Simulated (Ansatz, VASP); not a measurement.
# SiC in two plane-wave programs

One calculation is typed for both programs; each brings its own data sets. How far apart do they land? The cell is taken from a series of runs on this material, whose earlier steps may have relaxed, scaled, displaced or heated it; both programs get it as it stands.

Program: Ansatz 0.2.0. Level of theory: plane waves, with VASP 6.6.1 beside it; G0W0 gap at PBE. Results are calculated unless marked as measured.

### Step 1. The starting structure

Symmetry: P6_3mc, No. 186, hexagonal system. Conventional cell: a = 3.094 Å, b = 3.094 Å, c = 10.129 Å, α = 90.00°, β = 90.00°, γ = 120.00°. Nearest to Si lie 4 C at 1.90 Å. Nearest to Si lie 4 C at 1.89 to 1.90 Å. Nearest to C lie 4 Si at 1.89 to 1.90 Å. Nearest to C lie 4 Si at 1.90 Å. Farther neighbours are not listed.

### Step 2. VASP: G0W0 gap, PBE

Quasiparticle shifts depend on high empty states and on the cores, so they are the hardest test of two PAW sets.

Lines of VASP's logs that name or quote its potential files are left out, and so is its time.

The run reads the wave functions of an earlier VASP run, which isn't shown here.

INCAR reads:

```
SYSTEM = SiC
PREC = Accurate
ENCUT = 440
ISMEAR = 0
SIGMA = 0.01
LREAL = .FALSE.
GGA = PE
NBANDS = 266
ALGO = EVGW0
NELMGW = 1
ENCUTGW = 120
NOMEGA = 64
PRECFOCK = Fast
NBANDSGW = 24
LWAVE = .FALSE.
LCHARG = .FALSE.
```

POSCAR reads:

```
SiC
1.0
    3.0941148189      0.0000000000      0.0000000000
   -1.5470574094      2.6795820354      0.0000000000
    0.0000000000      0.0000000000     10.1294988414
Si C
4 4
Direct
    0.6666666667      0.3333333333      0.9378491685
    0.3333333333      0.6666666667      0.4378491685
    0.0000000000      0.0000000000      0.6878957606
    0.0000000000      0.0000000000      0.1878957606
    0.6666666667      0.3333333333      0.7498032590
    0.3333333333      0.6666666667      0.2498032590
    0.0000000000      0.0000000000      0.5004508118
    0.0000000000      0.0000000000      0.0004508118
```

KPOINTS reads:

```
Automatic mesh
0
Gamma
6 6 2
0 0 0
```

The projector-augmented-wave data sets are Si_GW and C_GW (PBE family, release 64).

Launch:

```console
$ export OMP_NUM_THREADS=3
$ mpirun -np 1 vasp_std
```

Numbers of over 12 decimals in the logs are rounded to 6 here.

The program printed:

```text
[banner, memory and clock lines left out]
running    1 mpi-ranks, on    1 nodes
 distrk:  each k-point on    1 cores,    1 groups
 distr:  one band on    1 cores,    1 groups
 Offloading initialized ...    1 GPUs detected
 POSCAR found type information on POSCAR SiC
 POSCAR found :  2 types and       8 ions
|                                                                             |
|           W    W    AA    RRRRR   N    N  II  N    N   GGGG   !!!           |
|           W    W   A  A   R    R  NN   N  II  NN   N  G    G  !!!           |
|           W    W  A    A  R    R  N N  N  II  N N  N  G       !!!           |
|           W WW W  AAAAAA  RRRRR   N  N N  II  N  N N  G  GGG   !            |
|           WW  WW  A    A  R   R   N   NN  II  N   NN  G    G                |
|           W    W  A    A  R    R  N    N  II  N    N   GGGG   !!!           |
|                                                                             |
|     The default for ENCUTGWSOFT is different in this version of VASP.       |
|     please manually set ENCUTGWSOFT =120 in the INCAR file.                 |
|                                                                             |

 LDA part: xc-table for (Slater+PW92), standard interpolation
 found WAVECAR, reading the header
 POSCAR, INCAR and KPOINTS ok, starting setup
 FFT: planning ... GRIDC
 FFT: planning ... GRID_SOFT
 FFT: planning ... GRID
 reading WAVECAR
 the WAVECAR file was read successfully
 initial charge from wavefunction
 available memory per node:   1683.64 GB, setting MAXMEM to   1724048

 The Fermi energy was updated, please check that it is located mid-gap
 values below the HOMO (VB) or above the LUMO (CB) will cause erroneous energies
 E-fermi :   8.7927

 calculate exact exchange contribution
 the WAVEDER file was read successfully
energies w=
    0.000    0.000    0.577    0.000    1.152    0.000    1.725    0.000
    2.294    0.000    2.858    0.000    3.416    0.000    3.968    0.000
    4.513    0.000    5.051    0.000    5.581    0.000    6.104    0.000
    6.620    0.000    7.129    0.000    7.631    0.000    8.128    0.000
    8.620    0.000    9.107    0.000    9.590    0.000   10.071    0.000
   10.549    0.000   11.027    0.000   11.506    0.000   11.986    0.000
   12.468    0.000   12.954    0.000   13.445    0.000   13.943    0.000
   14.449    0.000   14.965    0.000   15.492    0.000   16.033    0.000
   16.590    0.000   17.164    0.000   17.760    0.000   18.378    0.000
   19.024    0.000   19.701    0.000   20.412    0.000   21.163    0.000
   21.961    0.000   22.811    0.000   23.720    0.000   24.699    0.000
   25.759    0.000   26.912    0.000   28.175    0.000   29.567    0.000
   31.112    0.000   32.840    0.000   34.789    0.000   37.008    0.000
   39.560    0.000   42.529    0.000   46.031    0.000   50.223    0.000
   55.334    0.000   61.701    0.000   69.848    0.000   80.634    0.000
   95.568    0.000  117.576    0.000  153.169    0.000  220.352    0.000
 responsefunction array rank=     264
 LDA part: xc-table for (Slater+PW92), standard interpolation

 min. memory requirement per mpi rank   1015.7 MB, per node   1015.7 MB

 allocating  64 responsefunctions rank=   264
 shmem allocating  64 responsefunctions rank=   264
 response function shared by NCSHMEM nodes    1
 Doing            64  frequencies on each core in blocks of            64
NQ=   1    0.0000    0.0000    0.0000,
|.........|.........|.........|.........|.........|.........|.........|.........
 performed        754000 updates of chi_q(r,r)
 total number of BLAS operations        386.49 Gflops
NQ=   2    0.1667    0.0000    0.0000,
|.........|.........|.........|.........|.........|.........|.........|.........
 performed       2019000 updates of chi_q(r,r)
 total number of BLAS operations       1024.30 Gflops
NQ=   3    0.3333    0.0000    0.0000,
|.........|.........|.........|.........|.........|.........|.........|.........
 performed       3284000 updates of chi_q(r,r)
 total number of BLAS operations       1662.10 Gflops
NQ=   4    0.5000    0.0000    0.0000,
|.........|.........|.........|.........|.........|.........|.........|.........
 performed       4319000 updates of chi_q(r,r)
 total number of BLAS operations       2179.93 Gflops
NQ=   5    0.1667    0.1667    0.0000,
|.........|.........|.........|.........|.........|.........|.........|.........
 performed       5661000 updates of chi_q(r,r)
 total number of BLAS operations       2856.35 Gflops
NQ=   6    0.3333    0.1667    0.0000,
|.........|.........|.........|.........|.........|.........|.........|.........
 performed       7156000 updates of chi_q(r,r)
 total number of BLAS operations       3609.99 Gflops
NQ=   7    0.3333    0.3333    0.0000,
|.........|.........|.........|.........|.........|.........|.........|.........
 performed       8038000 updates of chi_q(r,r)
 total number of BLAS operations       4026.84 Gflops
NQ=   8    0.0000    0.0000    0.5000,
|.........|.........|.........|.........|.........|.........|.........|.........
 performed       8792000 updates of chi_q(r,r)
 total number of BLAS operations       4392.24 Gflops
NQ=   9    0.1667    0.0000    0.5000,
|.........|.........|.........|.........|.........|.........|.........|.........
 performed      10057000 updates of chi_q(r,r)
 total number of BLAS operations       5004.89 Gflops
NQ=  10    0.3333    0.0000    0.5000,
|.........|.........|.........|.........|.........|.........|.........|.........
 performed      11322000 updates of chi_q(r,r)
 total number of BLAS operations       5647.79 Gflops
NQ=  11    0.5000    0.0000    0.5000,
|.........|.........|.........|.........|.........|.........|.........|.........
 performed      12357000 updates of chi_q(r,r)
 total number of BLAS operations       6225.23 Gflops
NQ=  12    0.1667    0.1667    0.5000,
|.........|.........|.........|.........|.........|.........|.........|.........
 performed      13699000 updates of chi_q(r,r)
 total number of BLAS operations       6917.92 Gflops
NQ=  13    0.3333    0.1667    0.5000,
|.........|.........|.........|.........|.........|.........|.........|.........
 performed      15194000 updates of chi_q(r,r)
 total number of BLAS operations       7677.58 Gflops
NQ=  14    0.3333    0.3333    0.5000,
|.........|.........|.........|.........|.........|.........|.........|.........
 performed      16076000 updates of chi_q(r,r)
 total number of BLAS operations       8104.79 Gflops
 resolving degeneracies of screened two electron integrals

 calculate QP shifts <psi_nk| G(iteration)W_0 |psi_nk>: iteration 1
 entering main loop
```

OUTCAR, selected parts (step 2):

```text
ion  position               nearest neighbor table
   1  0.667  0.333  0.938-   8 1.90   8 1.90   8 1.90   5 1.90   3 3.10   3 3.10   3 3.10   4 3.10
                             4 3.10   4 3.10
   2  0.333  0.667  0.438-   7 1.90   7 1.90   7 1.90   6 1.90   4 3.10   4 3.10   4 3.10   3 3.10
                             3 3.10   3 3.10
   3  0.000  0.000  0.688-   5 1.89   5 1.89   5 1.89   7 1.90   1 3.10   1 3.10   1 3.10   2 3.10
                             2 3.10   2 3.10
   4  0.000  0.000  0.188-   6 1.89   6 1.89   6 1.89   8 1.90   2 3.10   2 3.10   2 3.10   1 3.10
                             1 3.10   1 3.10
   5  0.667  0.333  0.750-   3 1.89   3 1.89   3 1.89   1 1.90
   6  0.333  0.667  0.250-   4 1.89   4 1.89   4 1.89   2 1.90
   7  0.000  0.000  0.500-   2 1.90   2 1.90   2 1.90   3 1.90
   8  0.000  0.000  0.000-   1 1.90   1 1.90   1 1.90   4 1.90

  LATTYP: Found a hexagonal cell.
 ALAT       =     3.0941148189
 C/A-ratio  =     3.2737953936

 Subroutine GETGRP returns: Found 12 space group operations
 (whereof  6 operations were pure point group operations)

The static configuration has the point symmetry C_3v.
 The point group associated with its full space group is C_6v.

 Found     14 irreducible k-points:

   k-points           NKPTS =     14   k-points in BZ     NKDIM =     72   number of bands    NBANDS=    266

   dimension x,y,z NGX =    24 NGY =   24 NGZ =   70
   dimension x,y,z NGXF=    48 NGYF=   48 NGZF=  140

   ENCUT  =  440.0 eV  32.34 Ry    5.69 a.u.   5.29  5.29 17.32*2*pi/ulx,y,z

   NELECT =      32.0000    total number of electrons

  energy-cutoff  :      440.00
  volume of cell :       83.98
      direct lattice vectors                 reciprocal lattice vectors
     3.094114819  0.000000000  0.000000000     0.323194212  0.186596265 -0.000000000
    -1.547057409  2.679582035  0.000000000     0.000000000  0.373192530  0.000000000
     0.000000000  0.000000000 10.129498841     0.000000000 -0.000000000  0.098721567

 k-points in reciprocal lattice and weights: Automatic mesh
   0.00000000  0.00000000  0.00000000       0.014
   0.16666667  0.00000000  0.00000000       0.083
   0.33333333  0.00000000  0.00000000       0.083
   0.50000000  0.00000000  0.00000000       0.042
   0.16666667  0.16666667  0.00000000       0.083
   0.33333333  0.16666667  0.00000000       0.167
   0.33333333  0.33333333  0.00000000       0.028
   0.00000000  0.00000000  0.50000000       0.014
   0.16666667  0.00000000  0.50000000       0.083
[...]
0.33333333  0.16666667  0.50000000       0.167
   0.33333333  0.33333333  0.50000000       0.028

 E-fermi :   8.7927

 QP shifts <psi_nk| G(iteration)W_0 |psi_nk>: iteration 1
 for sc-GW calculations column KS-energies equals QP-energies in previous step
 and V_xc(KS)=  KS-energies - (<T + V_ion + V_H > + <T+V_H+V_ion>^1  + <V_x>^1)
 k-point   1 :       0.0000    0.0000    0.0000
  band No.  KS-energies  QP-energies   sigma(KS)   V_xc(KS)     V^pw_x(r,r')   Z            occupation Imag(sigma)
    ...
     13       7.1028       6.6058     -15.1937     -14.5591     -17.3435       0.7833       2.0000       0.0464
     14       7.6313       7.1904     -15.3202     -14.7600     -17.2753       0.7870       2.0000       0.0436
     15       7.6841       7.2460     -15.3607     -14.8039     -17.3594       0.7867       2.0000       0.0438
     16       7.6841       7.2460     -15.3607     -14.8039     -17.3594       0.7867       2.0000       0.0438
     17      12.6350      13.2044     -11.4322     -12.1467      -6.8509       0.7970       0.0000      -0.0683
     18      13.2156      13.8030     -11.3609     -12.1003      -6.6501       0.7943       0.0000      -0.0718
     19      13.7939      14.4075     -12.2882     -13.0751      -7.3572       0.7798       0.0000      -0.0824
     20      13.8533      14.4423     -11.3351     -12.0793      -6.5053       0.7915       0.0000      -0.0773
    ...

 k-point   2 :       0.1667    0.0000    0.0000
  band No.  KS-energies  QP-energies   sigma(KS)   V_xc(KS)     V^pw_x(r,r')   Z            occupation Imag(sigma)
    ...
     13       6.4670       5.9072     -14.9296     -14.2128     -17.2031       0.7810       2.0000       0.0495
     14       6.5281       5.9711     -14.9366     -14.2232     -17.2079       0.7807       2.0000       0.0493
     15       7.2997       6.8258     -15.1737     -14.5711     -17.1844       0.7864       2.0000       0.0445
     16       7.4367       6.9731     -15.3222     -14.7326     -17.3840       0.7864       2.0000       0.0447
     17      12.3929      12.8540     -10.4848     -11.0597      -5.9441       0.8022       0.0000      -0.0687
     18      13.0752      13.5797     -10.6685     -11.3008      -5.9967       0.7978       0.0000      -0.0729
     19      13.3347      13.8496     -10.6459     -11.2922      -5.9126       0.7967       0.0000      -0.0748
     20      14.3731      14.9917     -11.4065     -12.1963      -6.4006       0.7832       0.0000      -0.0867
    ...

 k-point   3 :       0.3333    0.0000    0.0000
  band No.  KS-energies  QP-energies   sigma(KS)   V_xc(KS)     V^pw_x(r,r')   Z            occupation Imag(sigma)
    ...
     13       5.6510       5.0235     -14.6812     -13.8729     -17.1627       0.7764       2.0000       0.0557
     14       5.6831       5.0486     -14.6951     -13.8778     -17.1904       0.7764       2.0000       0.0555
     15       6.3252       5.7656     -14.6463     -13.9307     -16.7985       0.7819       2.0000       0.0479
     16       6.8434       6.3201     -15.1493     -14.4807     -17.3608       0.7827       2.0000       0.0474
     17      10.6548      11.0140     -10.3540     -10.7979      -6.1926       0.8092       0.0000      -0.0605
     18      10.9101      11.2709     -10.3837     -10.8311      -6.1683       0.8064       0.0000      -0.0625
     19      12.1650      12.6097     -10.4343     -10.9869      -5.9677       0.8048       0.0000      -0.0666
     20      13.1244      13.6388     -10.6114     -11.2529      -6.0095       0.8019       0.0000      -0.0708
    ...

 k-point   4 :       0.5000    0.0000    0.0000
  band No.  KS-energies  QP-energies   sigma(KS)   V_xc(KS)     V^pw_x(r,r')   Z            occupation Imag(sigma)
    ...
     13       5.3417       4.6804     -14.6241     -13.7696     -17.2166       0.7739       2.0000       0.0586
     14       5.4800       4.8496     -14.7464     -13.9317     -17.2661       0.7737       2.0000       0.0573
     15       6.1179       5.5318     -14.8085     -14.0570     -17.1071       0.7799       2.0000       0.0500
     16       6.5661       6.0167     -15.0836     -14.3805     -17.3691       0.7814       2.0000       0.0490
     17       9.9013      10.2135     -10.4237     -10.8094      -6.4533       0.8095       0.0000      -0.0579
     18      10.0191      10.3397     -10.2234     -10.6185      -6.1554       0.8115       0.0000      -0.0589
     19      11.8565      12.2722     -10.2604     -10.7753      -5.8218       0.8073       0.0000      -0.0659
     20      12.3307      12.8337     -10.8931     -11.5179      -6.4720       0.8050       0.0000      -0.0645
    ...

[... 4 further parts left out ...]
```

(Continued in part 2 of 2.)

[Lines on the potential files, build, host, timing and source positions are cut from VASP's logs without a mark.]

[Logs are printed without paths, hosts, clocks, repeated set-up lines and the standing remarks that a program may print on its own settings, such as how far it seeks lower states.]

[Hosts, paths, dates, database ids (printed as entryN), source tags and the programs' standing remarks are cut or masked in the printed files.]
